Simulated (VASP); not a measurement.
# Y: which input changes matter

Which changes to a sound input spoil a run on Y, which are harmless, and which give a warning? All runs use PBE. The start is a cell from a database of measured crystal structures.

Method: PBE; plane waves and PAW (Y_sv), in VASP 6.6.1.

**1. Starting point**

Symmetry: P6_3/mmc, No. 194, hexagonal system. The conventional cell has a = 3.647 Å, b = 3.647 Å, c = 5.731 Å, α = 90.00°, β = 90.00°, γ = 120.00°. Nearest to Y lie 12 Y at 3.56 to 3.65 Å.

**2. Reference run**

A single point writes out density, ELF and potential. PBE, the usual starting point, adds the gradient of the density.

INCAR

```
SYSTEM = Y
PREC = Accurate
ENCUT = 400
EDIFF = 1E-06
NELM = 100
ISMEAR = -1
SIGMA = 0.05
LREAL = .FALSE.
ALGO = Normal
GGA = PE
NBANDS = 17
LASPH = .TRUE.
LORBIT = 11
LWAVE = .FALSE.
LCHARG = .TRUE.
ISIF = 2
LELF = .TRUE.
LVHAR = .TRUE.
```

POSCAR

```
Y
1.0
    3.6474000000      0.0000000000      0.0000000000
   -1.8237000000      3.1587410578      0.0000000000
    0.0000000000      0.0000000000      5.7306000000
Y
2
Direct
    0.3333333333      0.6666666667      0.2500000000
    0.6666666667      0.3333333333      0.7500000000
```

KPOINTS

```
Automatic mesh
0
Gamma
8 8 5
0 0 0
```

The projector-augmented-wave data sets are Y_sv (PBE family, release 64).

On the command line:

```console
mpirun -np 2 vasp_std
```

Output:

```text
[banner, memory and clock lines left out]
running    2 mpi-ranks, on    1 nodes
 distrk:  each k-point on    2 cores,    1 groups
 distr:  one band on    1 cores,    2 groups

 POSCAR found type information on POSCAR Y
 POSCAR found :  1 types and       2 ions
 LDA part: xc-table for (Slater+PW92), standard interpolation
|                                                                             |
|           W    W    AA    RRRRR   N    N  II  N    N   GGGG   !!!           |
|           W    W   A  A   R    R  NN   N  II  NN   N  G    G  !!!           |
|           W    W  A    A  R    R  N N  N  II  N N  N  G       !!!           |
|           W WW W  AAAAAA  RRRRR   N  N N  II  N  N N  G  GGG   !            |
|           WW  WW  A    A  R   R   N   NN  II  N   NN  G    G                |
|           W    W  A    A  R    R  N    N  II  N    N   GGGG   !!!           |
|                                                                             |
|     The number of bands has been changed from the values supplied in        |
|     The orbitals not found in the WAVECAR file will be initialized with     |
|     random numbers, which is usually adequate. For correlated               |
|     calculations, however, you should redo the groundstate calculation.     |
|     I found NBANDS = 17. Now, NBANDS = 18.                                  |
|                                                                             |

 POSCAR, INCAR and KPOINTS ok, starting setup
 FFT: planning ... GRIDC
 FFT: planning ... GRID_SOFT
 FFT: planning ... GRID
 WAVECAR not read
 entering main loop
       N       E                     dE             d eps       ncg     rms          rms(c)
DAV:   1     0.825138586258E+02    0.82514E+02   -0.99418E+03  1104   0.964E+02
DAV:   2    -0.603894365183E+01   -0.88553E+02   -0.87057E+02  1364   0.235E+02
DAV:   3    -0.130585599211E+02   -0.70196E+01   -0.69464E+01  1902   0.407E+01
DAV:   4    -0.132675738779E+02   -0.20901E+00   -0.20877E+00  1330   0.741E+00
DAV:   5    -0.132728560659E+02   -0.52822E-02   -0.52812E-02  1562   0.909E-01    0.329E+01
DAV:   6    -0.129397849312E+02    0.33307E+00   -0.42956E-01  1188   0.397E+00    0.203E+01
DAV:   7    -0.128837375251E+02    0.56047E-01   -0.84210E-01  1428   0.512E+00    0.180E+00
DAV:   8    -0.128733824859E+02    0.10355E-01   -0.16347E-01  1318   0.226E+00    0.131E+00
DAV:   9    -0.128723330786E+02    0.10494E-02   -0.39677E-03  1506   0.379E-01    0.422E-01
DAV:  10    -0.128725064851E+02   -0.17341E-03   -0.19294E-03  1152   0.382E-01    0.369E-01
DAV:  11    -0.128724337534E+02    0.72732E-04   -0.14674E-04  1350   0.102E-01    0.490E-02
DAV:  12    -0.128724286593E+02    0.50940E-05   -0.30270E-05  1196   0.450E-02    0.188E-02
DAV:  13    -0.128724299274E+02   -0.12681E-05   -0.47563E-06  1264   0.185E-02    0.193E-03
DAV:  14    -0.128724300330E+02   -0.10564E-06   -0.10454E-07   660   0.224E-03
   1 F= -.12872430E+02 E0= -.12852265E+02  d E =-.403295E-01
```

The job ended after 17 s (2 MPI ranks of AMD EPYC 7R43, shared host; peak memory 0.23 GiB; 33 s of CPU time).

The logs omit lines about the potential files and the build; timing stands in the text.

OUTCAR, selected parts (step 2):

```text
ion  position               nearest neighbor table
   1  0.333  0.667  0.250-   2 3.56   2 3.56   2 3.56   2 3.56   2 3.56   2 3.56
   2  0.667  0.333  0.750-   1 3.56   1 3.56   1 3.56   1 3.56   1 3.56   1 3.56

  LATTYP: Found a hexagonal cell.
 ALAT       =     3.6474000000
 C/A-ratio  =     1.5711465702

 Subroutine GETGRP returns: Found 24 space group operations
 (whereof 12 operations were pure point group operations)

The static configuration has the point symmetry D_3d.
 The point group associated with its full space group is D_6h.

 Found     30 irreducible k-points:

   k-points           NKPTS =     30   k-points in BZ     NKDIM =     30   number of bands    NBANDS=     18

   dimension x,y,z NGX =    24 NGY =   24 NGZ =   40
   dimension x,y,z NGXF=    48 NGYF=   48 NGZF=   80

   ENCUT  =  400.0 eV  29.40 Ry    5.42 a.u.   5.95  5.95  9.35*2*pi/ulx,y,z

   NELECT =      22.0000    total number of electrons

 k-points in reciprocal lattice and weights: Automatic mesh
   0.00000000  0.00000000  0.00000000       0.003
   0.12500000  0.00000000  0.00000000       0.019
   0.25000000  0.00000000  0.00000000       0.019
   0.37500000 -0.00000000  0.00000000       0.019
   0.50000000  0.00000000  0.00000000       0.009
   0.12500000  0.12500000  0.00000000       0.019
   0.25000000  0.12500000  0.00000000       0.038
   0.37500000  0.12500000  0.00000000       0.038
   0.25000000  0.25000000  0.00000000       0.019
[...]
0.25000000  0.25000000  0.40000000       0.038
   0.37500000  0.25000000  0.40000000       0.038

 average (electrostatic) potential at core
       1 -37.7806       2 -37.7806

 E-fermi :   2.9666

 k-point     1 :       0.0000    0.0000    0.0000
  band No.  band energies     occupation
    ...
      6     -19.4380      2.00000
      7     -19.4380      2.00000
      8     -19.4060      2.00000
      9      -1.7044      2.00000
     10       1.1236      2.00000
     11       3.8383      0.00000
     12       4.7241      0.00000
     13       4.7241      0.00000
     14       5.0115      0.00000
     15       5.3220      0.00000
    ...

 k-point     2 :       0.1250    0.0000    0.0000
  band No.  band energies     occupation
    ...
      6     -19.4941      2.00000
      7     -19.4451      2.00000
      8     -19.4187      2.00000
      9      -1.3781      2.00000
     10       1.4254      2.00000
     11       3.5239      0.00003
     12       4.1020      0.00000
     13       4.9807      0.00000
     14       5.0294      0.00000
     15       5.3880      0.00000
    ...

 k-point     3 :       0.2500    0.0000    0.0000
  band No.  band energies     occupation
    ...
      7     -19.4643      2.00000
      8     -19.4568      2.00000
      9      -0.4980      2.00000
     10       2.0470      2.00000
     11       2.8890      1.65043
     12       3.3560      0.00083
     13       4.4840      0.00000
     14       4.8536      0.00000
     15       4.9736      0.00000
     16       5.9064      0.00000
    ...

  Total       -0.0455670     -0.0455670     -0.2174745      0.0000000      0.0000000      0.0000000
  in kB       -1.1057660     -1.1057660     -5.2774171      0.0000000      0.0000000      0.0000000
  external PRESSURE =      -2.4963164 kB  Pullay stress =       0.0000000 kB

  energy-cutoff  :      400.00
  volume of cell :       66.02
      direct lattice vectors                 reciprocal lattice vectors
     3.647400000  0.000000000  0.000000000     0.274167900  0.158290911  0.000000000
    -1.823700000  3.158741058  0.000000000     0.000000000  0.316581822  0.000000000
     0.000000000  0.000000000  5.730600000     0.000000000  0.000000000  0.174501797

 POSITION                                       TOTAL-FORCE (eV/Angst)
 -----------------------------------------------------------------------------------
     -0.00000      2.10583      1.43265        -0.000000      0.000000      0.000000
      1.82370      1.05291      4.29795         0.000000     -0.000000      0.000000
 -----------------------------------------------------------------------------------
    total drift:                               -0.000000      0.000000     -0.000000

  FREE ENERGIE OF THE ION-ELECTRON SYSTEM (eV)
  ---------------------------------------------------
  free  energy   TOTEN  =       -12.8724300330 eV

  energy  without entropy=      -12.8321005298  energy(sigma->0) =      -12.85226528

 total charge
# of ion       s       p       d       f       tot
--------------------------------------------------
    1        2.278   6.222   0.912   0.006   9.419
    2        2.278   6.222   0.912   0.006   9.419
--------------------------------------------------
tot          4.557  12.444   1.825   0.013  18.839

[... 3 further parts left out ...]
```

The k-mesh is coarse for a metal.

This step gave:

| Quantity | Value |
| --- | --- |
| SCF cycles | 14 |
| electrons | 22 |
| bands | 18 |
| irreducible k-points | 30 |
| symmetry operations | 24 |
| free energy (TOTEN) | -12.87 eV |
| energy at zero smearing | -12.85 eV |
| Fermi energy | 2.967 eV |
| pressure | -0.2496 GPa |
| metallic | yes |

Electrostatic potential energy in the ac plane at fractional y = 0.333, with atoms of Y within 0.2 Å of it. With pseudopotentials it is smooth inside the atoms' cores, unlike the true potential.

Values in eV, 21 rows by 14 columns, each cell a mean:
```
  1   2   2   2   1   0  -2  -4  -6  -7  -7  -5  -3  -1
  0   1   2   2   0  -2  -6  -9 -12 -13 -13 -10  -7  -3
 -2   0   1   1  -1  -5 -10 -14 -17 -18 -18 -15 -12  -7
 -4  -1   1   0  -2  -8 -14 -18 -20 -21 -21 -19 -15 -11
 -5  -1   0   0  -3  -9 -15 -19 -21 -21 -21 -20 -17 -12
 -5  -1   0   0  -3  -9 -15 -19 -21 -21 -21 -20 -17 -12
 -4   0   1   0  -2  -7 -13 -17 -20 -21 -20 -18 -15 -10
 -2   1   1   1  -1  -4 -10 -13 -16 -17 -17 -15 -11  -7
  0   1   2   2   1  -1  -5  -8 -10 -11 -11  -9  -6  -3
  1   2   2   2   1   0  -1  -3  -5  -5  -5  -4  -2   0
  1   1   1   1   1   1   0   0   0  -1  -1   0   0   1
  0  -1  -1  -1   0   0   1   1   1   2   1   1   1   1
 -2  -3  -4  -3  -2  -1   0   1   2   2   2   2   1   0
 -4  -6  -7  -7  -5  -3  -1   1   2   2   2   1   0  -2
 -6  -9 -10  -9  -7  -4  -1   0   2   2   2   1   0  -3
 -7  -9 -10 -10  -8  -5  -2   0   2   2   2   1  -1  -3
 -6  -8  -9  -9  -7  -4  -1   1   2   2   2   1   0  -3
 -4  -6  -7  -6  -5  -3   0   1   2   2   2   2   0  -1
 -1  -2  -3  -3  -2  -1   1   1   2   2   2   2   1   0
  0   0   0   0   0   1   1   1   1   1   1   1   1   1
  1   1   1   1   1   1   0   0  -1  -1  -1   0   0   1
```
Columns run along a (3.6 Å; values clipped at the 3rd and 97th percentile), rows up along c (5.7 Å). Atoms in or near the plane, at fractional coordinates: Y at (0.67, 0.75).

Valence density in the ac plane at fractional y = 0.333, with atoms of Y within 0.2 Å of it. It is the smooth field of the valence electrons, not physical close to the nuclei.

Values in e/Å³, 21 rows by 14 columns, each cell a mean:
```
0.1 0.1 0.1 0.1 0.1 0.1 0.1 0.2 0.2 0.3 0.3 0.2 0.1 0.1
0.1 0.1 0.1 0.1 0.1 0.1 0.2 0.4 0.6 0.8 0.7 0.5 0.3 0.2
0.1 0.1 0.1 0.1 0.1 0.2 0.5 1.0 1.7 2.1 1.9 1.2 0.6 0.3
0.2 0.1 0.1 0.1 0.1 0.3 0.9 1.9 3.2 3.8 3.6 2.4 1.2 0.5
0.2 0.1 0.1 0.1 0.1 0.4 1.2 2.5 4.1 4.9 4.6 3.1 1.6 0.6
0.2 0.1 0.1 0.1 0.1 0.4 1.1 2.4 3.9 4.7 4.4 3.0 1.5 0.6
0.1 0.1 0.1 0.1 0.1 0.3 0.8 1.7 2.8 3.4 3.2 2.1 1.1 0.4
0.1 0.1 0.1 0.1 0.1 0.2 0.4 0.8 1.5 1.8 1.7 1.1 0.5 0.2
0.1 0.1 0.1 0.1 0.1 0.1 0.2 0.3 0.5 0.6 0.5 0.4 0.2 0.1
0.1 0.1 0.1 0.1 0.1 0.1 0.1 0.1 0.2 0.2 0.2 0.2 0.1 0.1
0.1 0.1 0.1 0.1 0.1 0.1 0.1 0.1 0.1 0.1 0.1 0.1 0.1 0.1
0.1 0.1 0.1 0.1 0.1 0.1 0.1 0.1 0.1 0.1 0.1 0.1 0.1 0.1
0.1 0.1 0.2 0.1 0.1 0.1 0.1 0.1 0.1 0.1 0.1 0.1 0.1 0.1
0.2 0.2 0.3 0.2 0.2 0.1 0.1 0.1 0.1 0.1 0.1 0.1 0.1 0.1
0.2 0.3 0.4 0.3 0.3 0.2 0.1 0.1 0.1 0.1 0.1 0.1 0.1 0.1
0.2 0.3 0.4 0.4 0.3 0.2 0.1 0.1 0.1 0.1 0.1 0.1 0.1 0.1
0.2 0.3 0.3 0.3 0.2 0.2 0.1 0.1 0.1 0.1 0.1 0.1 0.1 0.1
0.2 0.2 0.2 0.2 0.2 0.1 0.1 0.1 0.1 0.1 0.1 0.1 0.1 0.1
0.1 0.1 0.1 0.1 0.1 0.1 0.1 0.1 0.1 0.1 0.1 0.1 0.1 0.1
0.1 0.1 0.1 0.1 0.1 0.1 0.1 0.1 0.1 0.1 0.1 0.1 0.1 0.1
0.1 0.1 0.1 0.1 0.1 0.1 0.1 0.1 0.1 0.1 0.1 0.1 0.1 0.1
```
Columns run along a (3.6 Å), rows up along c (5.7 Å). Atoms in or near the plane, at fractional coordinates: Y at (0.67, 0.75).

ELF in the ac plane at fractional y = 0.333, with atoms of Y within 0.2 Å of it. It is the smooth field of the valence electrons, not physical close to the nuclei.

Ten even steps from '0' (0.12) to '9' (0.77), each cell a mean:
```
24553100111000
13542002455310
02330036788741
00210158999863
00110269999974
00110268999974
01210157999862
02430025787630
14542001343200
34553100000001
33333222212222
10001234565532
00000025788631
00110014798520
01221013788510
02321003788510
01210013788510
00000014788620
00000125787631
11111234454432
33333221111122
```
Columns run along a (3.6 Å), rows up along c (5.7 Å). Atoms in or near the plane, at fractional coordinates: Y at (0.67, 0.75).

The pressure is -0.25 GPa and the largest force 0.000 eV/Å.

**3. Self-consistent run (PBE), changed input**

A single point gives energy, forces and stress at these settings. Some settings are moved from the usual, to see what they do.

INCAR

```
SYSTEM = Y
PREC = Accurate
ENCUT = 400
EDIFF = 1E-06
NELM = 100
ISMEAR = 1
SIGMA = 0.005
LREAL = Auto
ALGO = Normal
GGA = PE
NBANDS = 17
LASPH = .TRUE.
LORBIT = 11
LWAVE = .FALSE.
LCHARG = .FALSE.
KPAR = 2
ISIF = 2
```

POSCAR is that of step 2.

KPOINTS is that of step 2.

On the command line:

```console
mpirun -np 2 vasp_std
```

Output:

```text
[banner, memory and clock lines left out]
running    2 mpi-ranks, on    1 nodes
 distrk:  each k-point on    1 cores,    2 groups
 distr:  one band on    1 cores,    1 groups

 POSCAR found type information on POSCAR Y
 POSCAR found :  1 types and       2 ions
|                                                                             |
|               ----> ADVICE to this user running VASP <----                  |
|                                                                             |
|     You have a (more or less) 'small supercell' and for smaller cells       |
|     it is recommended to use the reciprocal-space projection scheme!        |
|     The real-space optimization is not efficient for small cells and it     |
|     is also less accurate ...                                               |
|     Therefore, set LREAL=.FALSE. in the INCAR file.                         |
|                                                                             |

 LDA part: xc-table for (Slater+PW92), standard interpolation
 POSCAR, INCAR and KPOINTS ok, starting setup
 FFT: planning ... GRIDC
 FFT: planning ... GRID_SOFT
 FFT: planning ... GRID
 WAVECAR not read
 entering main loop
       N       E                     dE             d eps       ncg     rms          rms(c)
DAV:   1     0.750409651184E+02    0.75041E+02   -0.10161E+04  1020   0.102E+03
DAV:   2    -0.639095351221E+01   -0.81432E+02   -0.80164E+02  1275   0.233E+02
DAV:   3    -0.130877435133E+02   -0.66968E+01   -0.66468E+01  1833   0.404E+01
DAV:   4    -0.132446797917E+02   -0.15694E+00   -0.15683E+00  1219   0.664E+00
DAV:   5    -0.132492879667E+02   -0.46082E-02   -0.46074E-02  1552   0.804E-01    0.329E+01
DAV:   6    -0.129164117660E+02    0.33288E+00   -0.43441E-01  1134   0.420E+00    0.204E+01
DAV:   7    -0.128598737026E+02    0.56538E-01   -0.85578E-01  1325   0.544E+00    0.177E+00
DAV:   8    -0.128492101105E+02    0.10664E-01   -0.16721E-01  1295   0.240E+00    0.105E+00
DAV:   9    -0.128482324359E+02    0.97767E-03   -0.34497E-03  1492   0.378E-01    0.272E-01
DAV:  10    -0.128482261171E+02    0.63188E-05   -0.14385E-03  1202   0.344E-01    0.217E-01
DAV:  11    -0.128481976574E+02    0.28460E-04   -0.99471E-05  1361   0.829E-02    0.212E-02
DAV:  12    -0.128481947419E+02    0.29155E-05   -0.94357E-06  1324   0.280E-02    0.136E-02
DAV:  13    -0.128481959571E+02   -0.12152E-05   -0.22466E-06   978   0.142E-02    0.672E-04
DAV:  14    -0.128481961002E+02   -0.14310E-06   -0.15766E-07   718   0.316E-03
   1 F= -.12848196E+02 E0= -.12848189E+02  d E =-.211047E-04
```

Wall time 25 s (2 MPI ranks); peak memory 0.28 GiB; 48 s of CPU time.

OUTCAR, selected parts (step 3):

```text
 Found     30 irreducible k-points:

   k-points           NKPTS =     30   k-points in BZ     NKDIM =     30   number of bands    NBANDS=     17

   NELECT =      22.0000    total number of electrons

 E-fermi :   2.9503

 k-point     1 :       0.0000    0.0000    0.0000
  band No.  band energies     occupation
    ...
      6     -19.4436      2.00000
      7     -19.4436      2.00000
      8     -19.4040      2.00000
      9      -1.7048      2.00000
     10       1.1204      2.00000
     11       3.8406      0.00000
     12       4.7195      0.00000
     13       4.7195      0.00000
     14       5.0127      0.00000
     15       5.3168      0.00000
    ...

 k-point     2 :       0.1250    0.0000    0.0000
  band No.  band energies     occupation
    ...
      6     -19.4997      2.00000
      7     -19.4507      2.00000
      8     -19.4167      2.00000
      9      -1.3785      2.00000
     10       1.4224      2.00000
     11       3.5259      0.00000
     12       4.0988      0.00000
     13       4.9758      0.00000
     14       5.0248      0.00000
     15       5.3889      0.00000
    ...

  Total       -0.0854079     -0.0854079     -0.0802376      0.0000000     -0.0000000     -0.0000000
  in kB       -2.0725799     -2.0725799     -1.9471129      0.0000000     -0.0000000     -0.0000000
  external PRESSURE =      -2.0307576 kB  Pullay stress =       0.0000000 kB

 POSITION                                       TOTAL-FORCE (eV/Angst)
 -----------------------------------------------------------------------------------
     -0.00000      2.10583      1.43265         0.000000     -0.000000      0.000000
      1.82370      1.05291      4.29795        -0.000000      0.000000      0.000000
 -----------------------------------------------------------------------------------
    total drift:                               -0.000000      0.000000     -0.000000

  FREE ENERGIE OF THE ION-ELECTRON SYSTEM (eV)
  ---------------------------------------------------
  free  energy   TOTEN  =       -12.8481961002 eV

  energy  without entropy=      -12.8481749955  energy(sigma->0) =      -12.84818907

 total charge
# of ion       s       p       d       f       tot
--------------------------------------------------
    1        2.279   6.224   0.910   0.006   9.419
    2        2.279   6.224   0.910   0.006   9.419
--------------------------------------------------
tot          4.558  12.448   1.820   0.012  18.838

[... 8 parts as in an earlier step ...]

[... 5 further parts left out ...]
```

This step gave:

```
bands               : 17
free energy (TOTEN) : -12.85 eV
Fermi energy        : 2.950 eV
pressure            : -0.2031 GPa
```

Against the reference run the energy at zero smearing moves by +2.04 meV an atom and the pressure by +0.05 GPa.

(Part 1 of 3 ends here.)

[Lines on the potential files, build, host, timing and source positions are cut from VASP's logs without a mark.]

[Logs are printed without paths, hosts, clocks, repeated set-up lines and the standing remarks that a program may print on its own settings, such as how far it seeks lower states.]

[Hosts, paths, dates, database ids (printed as entryN), source tags and the programs' standing remarks are cut or masked in the printed files.]

[A measured line is paired with the nearest computed mode of its activity, which favours agreement.]
